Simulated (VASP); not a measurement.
Here is the system:

```xyz
2
Lattice="0.0000 3.1823 3.1823 3.1823 0.0000 3.1823 3.1823 3.1823 0.0000" Properties=species:S:1:pos:R:3 pbc="T T T"
Hf     0.0000     0.0000     0.0000
Te     1.5911     1.5911     1.5911
```

Computed with PBEsol GGA, VASP's PBE PAW potentials (set 64) (plane waves; VASP). Run with 400 eV cut-off, Gaussian smearing of 0.050 eV, potentials Hf_pv Te.

Give the energies of bands 5 to 11 at the high-symmetry points, in eV from the Fermi level.

| band | Γ | X | U | L | W |
|---|---|---|---|---|---|
| 5 | -4.20 | -5.94 | -5.54 | -5.68 | -5.27 |
| 6 | -4.20 | -3.68 | -4.45 | -3.96 | -4.83 |
| 7 | -4.20 | -3.68 | -3.75 | -3.96 | -3.73 |
| 8 | 0.20 | -1.23 | -1.06 | 0.08 | -1.17 |
| 9 | 0.24 | -0.33 | 0.17 | 0.50 | 0.07 |
| 10 | 0.24 | 1.01 | 0.45 | 0.50 | 0.66 |
| 11 | 4.19 | 1.23 | 1.81 | 2.13 | 1.51 |

It has no gap at this level: it comes out as a metal or semimetal.

The structure was generated: HfTe was put into the zinc blende type (F-43m), which need not be its known phase. It was relaxed first, which changed the volume by -32 %.
